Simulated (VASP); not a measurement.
# A slab model of a single sheet of SnO, part 3 of 3

Wanted: how a single sheet of SnO relaxes, and what it costs to take an electron out.

VASP 6.6.1; r2SCAN; plane waves and PAW (Sn, O).

So far. Step 2 (Relaxing the slab): The run ended after 10 ionic steps, 0.039 eV below its first step, once the forces on the free atoms met EDIFFG = -0.03. Step 3 (Vacuum level and density of states): The vacuum level lies 5.69 eV above the highest filled level at the upper face; both faces agree, as the slab has next to no dipole.

## (4) Tunnelling image, filled states within 1 eV

A partial density over this window, at constant height above the top atom, is the Tersoff-Hamann picture of a tunnelling image.

Contents of INCAR:

```
SYSTEM = SnO
PREC = Normal
ENCUT = 400
EDIFF = 1E-05
NELM = 120
ISMEAR = 0
SIGMA = 0.05
LREAL = .FALSE.
ALGO = Normal
METAGGA = R2SCAN
LASPH = .TRUE.
NBANDS = 24
LWAVE = .FALSE.
LCHARG = .FALSE.
ISTART = 1
LPARD = .TRUE.
NBMOD = -2
EINT = -4.131 -3.111
LSEPB = .FALSE.
LSEPK = .FALSE.
```

Contents of POSCAR:

```
SnO
1.0
    4.2219700000      0.0000000000      0.0000000000
    0.0000000000      3.3550050000      0.0000000000
    0.0000000000      0.0000000000     17.6317515691
Sn O
2 2
Direct
    0.5041388189      0.0000000000      0.5734610964
    0.0041388189      0.5000000000      0.4265389036
    0.2458621811      0.5000000000      0.5312011258
    0.7458621811      0.0000000000      0.4687988742
```

Contents of KPOINTS:

```
Automatic mesh
0
Gamma
6 7 1
0 0 0
```

Potentials, in the order of the species: Sn and O (PBE family, release 64).

The WAVECAR or CHGCAR of an earlier step is read.

Launch:

```bash
mpirun -np 2 vasp_std
```

The program printed:

```text
[banner, memory and clock lines left out]
running    2 mpi-ranks, on    1 nodes
 distrk:  each k-point on    2 cores,    1 groups
 distr:  one band on    1 cores,    2 groups

 POSCAR found type information on POSCAR SnO
 POSCAR found :  2 types and       4 ions
|                                                                             |
|               ----> ADVICE to this user running VASP <----                  |
|                                                                             |
|     You enforced a specific xc type in the INCAR file but a different       |
|     [... a line on the potential file left out ...]
|     I HOPE YOU KNOW WHAT YOU ARE DOING!                                     |
|                                                                             |

 LDA part: xc-table for (None), standard interpolation
 found WAVECAR, reading the header
 POSCAR, INCAR and KPOINTS ok, starting setup
 FFT: planning ... GRIDC
 FFT: planning ... GRID_SOFT
 FFT: planning ... GRID
 reading WAVECAR
 the WAVECAR file was read successfully
Calculating partial charge density.
NDMOD =  -2
Energy range energy from INCAR:   -4.131  -3.111
No KPOINTS given: use all of them.

*****************************************************
* Parameters from pardens
*****************************************************

NBMOD is set to  -2
Selected energy range (EINT)   -4.1310  -3.1110
Selected all k-points to calculate charge density.
k-point no.    1; bands inside the range    1
  10
k-point no.    2; bands inside the range    1
  10
k-point no.    3; bands inside the range    1
  10
k-point no.    4; bands inside the range    0

k-point no.    5; bands inside the range    1
  10
k-point no.    6; bands inside the range    1
  10
k-point no.    7; bands inside the range    1
  10
k-point no.    8; bands inside the range    2
   9  10
k-point no.    9; bands inside the range    1
  10
k-point no.   10; bands inside the range    1
  10
k-point no.   11; bands inside the range    2
   9  10
k-point no.   12; bands inside the range    2
   9  10
k-point no.   13; bands inside the range    2
   9  10
k-point no.   14; bands inside the range    2
   9  10
k-point no.   15; bands inside the range    2
   9  10
k-point no.   16; bands inside the range    2
   9  10
Finished calculating partial charge density.
VASP will stop now.
```

Run time: 1.4 s. Hardware: 2 MPI ranks of Intel Xeon 6975P-C (Granite Rapids), shared host; 1.5 s of CPU time.

Parts of OUTCAR (step 4):

```text
 Found     16 irreducible k-points:

   NELECT =      20.0000    total number of electrons

[... 9 parts as in an earlier step ...]
```

Local density of states in the window along a and b. Constant height, 2.5 Å above the top atom.

Ten even steps from '_' (0.23 × 1e-3 e/Å³) to '@' (4.35 × 1e-3 e/Å³), each cell a mean:
```
____......::::--==++**##%%%%@@@@@@@@@@%%##**++==----::......
______......::--====++**##%%@@@@@@@@%%%%##**++==--::::......
______......::::--==++**####%%%%%%%%%%##**++====--::::....__
________....::::--====++****##########****++==----::......__
__________....::::--====++++**********++++==----::::....____
__________......::::--====++++++++++++====----::::......____
____________......::::----==============----::::......______
______________......::::------------------::::......________
________________......::::::----------::::::......__________
__________________......::::::::::::::::::........__________
__________________......::::::::::::::::::........__________
__________________......::::::::::::::::::........__________
________________......::::::::::--::::::::::......__________
______________......::::::--------------::::::......________
____________......::::------==========------::::......______
____________....::::----====++++++++++====----::::....______
__________....::::----==++++**********++++==----::::....____
________......::----==++****########****++++==--::::......__
________....::::--==++****##%%%%%%%%####**++====--::::....__
______......::----==++**##%%%%@@@@%%%%####**++==--::::......
______....::::--==++**##%%%%@@@@@@@@@@%%##**++==----::......
____......::::--==++**##%%@@@@@@@@@@@@%%##**++==----::......
```
Columns: along a (fractional) from 0 to 0.979; rows upwards: along b (fractional) from 0 to 0.969.

Partial charge density in the ca plane at fractional y = 0.000, with atoms of Sn and O within 0.2 Å of it. It is the smooth field of the valence electrons, not physical close to the nuclei.

Ten steps, logarithmic in the rise over the least value, from '0' (0.00 Å⁻³) to '9' (0.60 Å⁻³), each cell a mean:
```
00000000000001122223543112332110000000000000
00000000000000111247986224544211000000000000
00000000000000011248997335665421000000000000
00000000000000000135676334676431000000000000
00000000000000000012233200466531000000000000
00000000000000001110111102566431000000000000
00000000000000111111000113565321000000000000
00000000000000122221101112443211000000000000
00000000000001123321001001222110000000000000
00000000000001123321111001111100000000000000
```
Columns run along c (17.6 Å), rows up along a (4.2 Å). Atoms in or near the plane, at fractional coordinates: Sn at (0.57, 0.50), O at (0.47, 0.75).

Shared out to the nearest atoms, the partial charge density (by size) has 61 % on Sn; its largest share on one atom is 30 % (Sn1), and it takes 3 of the 4 atoms to pass 80 %.

Between its 5th and 95th percentile the partial density varies by a factor of 12, which sets the contrast of the image.

## (5) Tunnelling image, empty states within 1 eV

A partial density over this window, at constant height above the top atom, is the Tersoff-Hamann picture of a tunnelling image.

Changes to INCAR since step 4:

```diff
@@ -17,3 +17,3 @@
 NBMOD = -2
-EINT = -4.131 -3.111
+EINT = -0.17 0.85
 LSEPB = .FALSE.
```

POSCAR is that of step 4.

KPOINTS is that of step 4.

The WAVECAR or CHGCAR of an earlier step is read.

Launch:

```bash
mpirun -np 2 vasp_std
```

The program printed:

```text
 LDA part: xc-table for (None), standard interpolation
 found WAVECAR, reading the header
 POSCAR, INCAR and KPOINTS ok, starting setup
 FFT: planning ... GRIDC
 FFT: planning ... GRID_SOFT
 FFT: planning ... GRID
 reading WAVECAR
 the WAVECAR file was read successfully
Calculating partial charge density.
NDMOD =  -2
Energy range energy from INCAR:   -0.170   0.850
No KPOINTS given: use all of them.

NBMOD is set to  -2
Selected energy range (EINT)   -0.1700   0.8500
Selected all k-points to calculate charge density.
k-point no.    1; bands inside the range    1
  11
k-point no.    2; bands inside the range    1
  11
k-point no.    3; bands inside the range    2
  11  12
k-point no.    4; bands inside the range    2
  11  12
k-point no.    5; bands inside the range    0

k-point no.    6; bands inside the range    0

k-point no.    7; bands inside the range    2
  11  12
k-point no.    8; bands inside the range    2
  11  12
k-point no.    9; bands inside the range    1
  11
k-point no.   10; bands inside the range    0

k-point no.   11; bands inside the range    0

k-point no.   12; bands inside the range    0

k-point no.   13; bands inside the range    2
  11  12
k-point no.   14; bands inside the range    2
  11  12
k-point no.   15; bands inside the range    2
  11  12
k-point no.   16; bands inside the range    0

Finished calculating partial charge density.
VASP will stop now.

[... 3 parts as in an earlier step ...]
```

Wall time 1.2 s (2 MPI ranks).

From OUTCAR (step 5):

```text
   NELECT =      20.0000    total number of electrons

[... 9 parts as in an earlier step ...]

[... 1 further part left out ...]
```

Local density of states in the window along a and b. Constant height, 2.5 Å above the top atom.

Ten even steps from '_' (0.74 × 1e-3 e/Å³) to '@' (2.12 × 1e-3 e/Å³), each cell a mean:
```
%%%%@@@@@@@@@@@@@@%%%%##++==--....________....::--==++****##
%%%%@@@@@@@@@@@@@@%%####++==--::..________..::----==++****##
%%%%@@@@@@@@@@@@%%%%####++==--::..........::::--====++****##
##%%%%@@@@@@@@@@%%%%##****++==--::::....::::----==++++****##
##%%%%%%@@@@@@%%%%%%##****++==----::::::::----====++++****##
##%%%%%%%%%%%%%%%%%%##****++====------------====++++****####
##%%%%%%%%%%%%%%%%%%####**++++================++++******####
####%%%%%%%%%%%%%%%%####****++++++++++++++++++++********####
######%%%%%%%%%%%%%%######******++++++++++++**********######
######%%%%%%%%%%%%########****************************######
########%%%%%%%%############************************########
######%%%%%%%%%%%%##########************************########
######%%%%%%%%%%%%%%######********++++++**************######
####%%%%%%%%%%%%%%%%####******++++++++++++++++**********####
####%%%%%%%%%%%%%%%%####****++++============++++++******####
##%%%%%%%%%%%%%%%%%%####**++++====--------======++++****####
##%%%%%%@@@@@@%%%%%%##****++==------::::------====++++****##
##%%%%@@@@@@@@@@%%%%##****++==--::::::::::::----==++++****##
%%%%%%@@@@@@@@@@%%%%####++==--::::........::::--====++****##
%%%%@@@@@@@@@@@@@@%%####++==--::..______....::----==++****##
%%%%@@@@@@@@@@@@@@%%%%##++==--....________....::--==++****##
%%%%@@@@@@@@@@@@@@%%%%##++==--..__________....::--==++****##
```
Columns: along a (fractional) from 0 to 0.979; rows upwards: along b (fractional) from 0 to 0.969.

Partial charge density in the ca plane at fractional y = 0.000, with atoms of Sn and O within 0.2 Å of it. It is the smooth field of the valence electrons, not physical close to the nuclei.

Ten even steps from '0' (-0.04 Å⁻³) to '9' (0.27 Å⁻³), each cell a mean:
```
11111111111111112211221112221111111111111111
11111111111111111113752122221111111111111111
11111111111111111114942122221111111111111111
11111111111111111112421211121111111111111111
11111111111111111111111110011111111111111111
11111111111111111111112211122111111111111111
11111111111111112222212222332111111111111111
11111111111111112222221223322111111111111111
11111111111111112232211122222111111111111111
11111111111111112222111112221111111111111111
```
Columns run along c (17.6 Å), rows up along a (4.2 Å). Atoms in or near the plane, at fractional coordinates: Sn at (0.57, 0.50), O at (0.47, 0.75).

Shared out to the nearest atoms, the partial charge density (by size) has 68 % on Sn; its largest share on one atom is 34 % (Sn1), and it takes 3 of the 4 atoms to pass 80 %.

Between its 5th and 95th percentile the partial density varies by a factor of 2.1, which sets the contrast of the image.

## (6) Putting the energies together

This step: slab, r2SCAN; plane waves and PAW (VASP 6.6.1).

Derived from the runs above.

Numbers from this step:

```yaml
ionisation_potential_at_the_upper_face: 5.691 eV
```

## (7) Outcome

```json
{
 "ionisation potential of the slab": "5.69 eV"
}
```

In words: The ionisation potential is 5.69 eV at both faces. The atom that ends on top (Sn) moved inwards by 0.02 Å, counted from the mean of all atoms. Semilocal band edges put the ionisation potential too low and the gap too small. The cell in the plane was kept as given and was not relaxed here. The slab has a gap, so the level below the vacuum is counted from the highest filled level.

[Lines on the potential files, build, host, timing and source positions are cut from VASP's logs without a mark.]

[Logs are printed without paths, hosts, clocks, repeated set-up lines and the standing remarks that a program may print on its own settings, such as how far it seeks lower states.]

[Hosts, paths, dates, database ids (printed as entryN), source tags and the programs' standing remarks are cut or masked in the printed files.]

[In band tables of VASP the shares of atoms and orbitals are scaled to a sum of 1 inside the atoms' spheres.]

[Runs that stopped without an error message from VASP are left out.]
